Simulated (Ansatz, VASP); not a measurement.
# InAs: VASP beside Ansatz, part 2 of 2

Aim: how closely do two programs agree when they are given the same cell, functional and k mesh? The cell is taken from a series of runs on this material, whose earlier steps may have relaxed, scaled, displaced or heated it; both programs get it as it stands.

VASP 6.6.1 and Ansatz 0.2.0.

So far: The starting structure; VASP: zone-centre phonons, PBE with D3(BJ); Ansatz: zone-centre phonons, PBE with D3(BJ); Differences.

## (5) VASP: zone-centre phonons, PBE

Level of this step: PBE; plane waves and PAW (In_d, As) (VASP).

Second derivatives magnify differences that forces hide, and they need a tight electronic threshold. The cell compared in this pair holds 59.20 Å³, against 57.05 Å³ for the pair before.

The input, INCAR:

```
SYSTEM = InAs
PREC = Accurate
ENCUT = 500
EDIFF = 1E-08
NELM = 120
ISMEAR = 1
SIGMA = 0.2
LREAL = .FALSE.
ALGO = Normal
GGA = PE
NBANDS = 15
LORBIT = 11
LWAVE = .FALSE.
LCHARG = .FALSE.
ISIF = 2
IBRION = 8
LASPH = .TRUE.
GGA_COMPAT = .FALSE.
KPAR = 2
```

The input, POSCAR:

```
InAs
1.0
    0.0000000000      3.0932758169      3.0932758169
    3.0932758169      0.0000000000      3.0932758169
    3.0932758169      3.0932758169      0.0000000000
In As
1 1
Direct
    0.0000000000      0.0000000000      0.0000000000
    0.2500000000      0.2500000000      0.2500000000
```

The input, KPOINTS:

```
Automatic mesh
0
Gamma
12 12 12
0 0 0
```

The projector-augmented-wave data sets are In_d and As (PBE family, release 64).

The run is started by

```
mpirun -np 2 vasp_std
```

Numbers of over 12 decimals in the logs are rounded to 6 here.

The program printed:

```text
[... set-up lines as in an earlier step ...]
 entering main loop
       N       E                     dE             d eps       ncg     rms          rms(c)
DAV:   1     0.112001475192E+03    0.11200E+03   -0.81716E+03  2160   0.125E+03
DAV:   2    -0.168894957205E+00   -0.11217E+03   -0.10802E+03  2321   0.296E+02
DAV:   3    -0.776850728760E+01   -0.75996E+01   -0.75532E+01  2804   0.784E+01
DAV:   4    -0.796559225861E+01   -0.19708E+00   -0.19702E+00  2624   0.143E+01
[...]
DAV:  16    -0.771948476089E+01   -0.63073E-07   -0.36193E-09  1920   0.892E-04    0.121E-04
DAV:  17    -0.771948474937E+01    0.11520E-07   -0.11061E-09  1458   0.311E-04    0.714E-05
DAV:  18    -0.771948474450E+01    0.48690E-08   -0.30220E-10  1339   0.223E-04
   1 F= -.77194847E+01 E0= -.77196619E+01  d E =0.531339E-03
 Linear response reoptimize wavefunctions to high precision
DAV:   1    -0.771948474167E+01    0.28369E-08   -0.14970E-10  1507   0.176E-04
DAV:   2    -0.771948474170E+01   -0.34788E-10   -0.74130E-11  1283   0.835E-05
 Linear response DOF=           2
 Linear response progress:
[...]
RMM:  13    -0.235417294694E+00   -0.25768E-07    0.23149E-07 16135   0.537E-05    0.169E-05
RMM:  14    -0.235417310896E+00   -0.16203E-07    0.80651E-08 18024   0.352E-05    0.116E-05
RMM:  15    -0.235417308577E+00    0.23188E-08    0.93542E-08 15502   0.259E-05    0.791E-07
 first order change of Fermi-energy  -0.48856E-04
 force on displaced ion       1 direction 1 :  -6.584   0.000   0.000
 Linear response progress:
  Degree of freedom:   2/  2
       N       E                     dE             d eps       ncg     rms          rms(c)
RMM:   1    -0.467453367228E-01   -0.46745E-01    0.65308E-02 17120   0.143E+00
RMM:   2    -0.444170953493E-01    0.23282E-02    0.14950E-03 13245   0.522E-01    0.997E-02
RMM:   3    -0.450966475586E-01   -0.67955E-03   -0.16512E-03 15535   0.216E-01    0.445E-02
RMM:   4    -0.453228417677E-01   -0.22619E-03   -0.12596E-04 15561   0.751E-02    0.115E-02
[...]
RMM:  11    -0.453623977331E-01   -0.11374E-07   -0.51804E-08 17320   0.569E-05    0.111E-05
RMM:  12    -0.453624149095E-01   -0.17176E-07    0.90350E-09 17484   0.223E-05    0.631E-06
RMM:  13    -0.453624167260E-01   -0.18165E-08   -0.40272E-09 16307   0.129E-05    0.832E-07
 first order change of Fermi-energy   0.30862E-03
 force on displaced ion       2 direction 1 :  -6.567  -0.000  -0.000
 Linear response finished
```

From OUTCAR (step 5):

```text
  Total        0.0161781      0.0161781      0.0161781      0.0000000      0.0000000     -0.0000000
  in kB        0.4378768      0.4378768      0.4378768      0.0000000      0.0000000     -0.0000000
  external PRESSURE =       0.4378768 kB  Pullay stress =       0.0000000 kB

 POSITION                                       TOTAL-FORCE (eV/Angst)
 -----------------------------------------------------------------------------------
      0.00000      0.00000      0.00000         0.000000      0.000000      0.000000
      1.54664      1.54664      1.54664        -0.000000     -0.000000     -0.000000
 -----------------------------------------------------------------------------------
    total drift:                               -0.000000     -0.000000      0.000000

[... 1 part as in an earlier step ...]

[... 1 further part left out ...]
```

## (6) Ansatz: zone-centre phonons, PBE

The same cell, functional, mesh and smearing now go to Ansatz, which takes its cutoff from its data sets.

The cell is taken from a series of runs on this material, whose earlier steps may have relaxed, scaled, displaced or heated it; both programs get it as it stands.

The input, input.yaml:

```yaml
crystal:
  lattice:
    - [0.0, 3.0932758169, 3.0932758169]
    - [3.0932758169, 0.0, 3.0932758169]
    - [3.0932758169, 3.0932758169, 0.0]
  atoms:
    - { symbol: In, position: [0.0, 0.0, 0.0] }
    - { symbol: As, position: [0.25, 0.25, 0.25] }
kpoints:
  mp_grid: { grid: [12, 12, 12] }
hamiltonian:
  xc: pbe
scf:
  occupations: { method: methfessel_paxton, width: 0.2 }
output:
  eigenvalues: true
phonons:
  method: dfpt
```

The run is started by

```
ansatz run input.yaml --threads 8 --pin off --max-ram 16384MiB --backend cpu --events-out ev --progress --plain --runs-dir out
```

The program printed:

```text
[...]
Crystal: 2 atoms, lattice volume = 59.195 Å³
Basis set: ecut = 420 eV, 1139 PW (Γ), exchange–correlation on 60×60×60 points (8 copies of the dense FFT grid, shifted against one another)
Bands: 18, of which v1, the nominal top of the filled ones, is band 14 counted from 1 (13 counted from 0)
Symmetry: 24 space group operations
k-points: 163 of 1728 (irreducible under 8 space group operations, time reversal used)
[...]
k-point 1: bands = [... 10 lower, -4.4163, 5.5813, 6.8828, 6.8828, 7.5880, 10.8566, 10.9689, 10.9689]
  k-point 2: bands = [... 10 lower, -4.2320, 4.4639, 6.6846, 6.6846, 8.0112, 11.1592, 11.2541, 11.2541]
  k-point 162: bands = [... 10 lower, -2.7092, 1.5400, 4.2925, 4.3859, 10.8830, 11.2362, 11.7800, 13.0203]
[...]
ASR residual: 7.235e-5 → 0.000e0 eV/Å²; symmetrization residual: 4.874e-6 eV/Å²
  ASR residual per site (eV/Å²): 6.72e-5 7.24e-5
  Γ frequencies (cm⁻¹): 0.00 0.00 0.00 198.07 198.07 198.07
[...]
[key lines of the parts left out:]
SCF converged after 9 iterations
Free energy (F): -10454.468899 eV
Fermi energy:    7.008834 eV
```

## (7) Side by side

What differs besides the data sets and the points named for the pairs above, as far as they apply: the data sets hold 28 valence electrons in Ansatz (on its default PAW (the set named soft_2) files) and 18 in VASP. Total energies have different zeros and are not compared.

The two programs side by side:

```
                  quantity  Ansatz   VASP  difference
optical mode 1 to 3 (cm⁻¹)   198.1  198.6     -0.25 %
```

Modes are paired by rising frequency, not by their patterns, so a pair may set unlike modes beside each other; they are those without the splitting of longitudinal modes.

## (8) Outcome

```json
{"r.m.s. difference of the optical zone-centre modes, each program's sorted by frequency (zone-centre phonons, PBE with D3(BJ))": "0.42 cm⁻¹", "r.m.s. difference of the optical zone-centre modes, each program's sorted by frequency (zone-centre phonons, PBE)": "0.49 cm⁻¹"}
```

The r.m.s. difference of the optical zone-centre modes, each program's sorted by frequency is 0.42 cm⁻¹ (zone-centre phonons, PBE with D3(BJ)). The data sets hold unlike numbers of valence electrons (28 in Ansatz and 18 in VASP), so part of the differences comes from the potentials. Such differences can come from data sets, numerical settings and the points named under the comparisons, not from the functional's error against experiment.

[Lines on the potential files, build, host, timing and source positions are cut from VASP's logs without a mark.]

[Logs are printed without paths, hosts, clocks, repeated set-up lines and the standing remarks that a program may print on its own settings, such as how far it seeks lower states.]

[Hosts, paths, dates, database ids (printed as entryN), source tags and the programs' standing remarks are cut or masked in the printed files.]
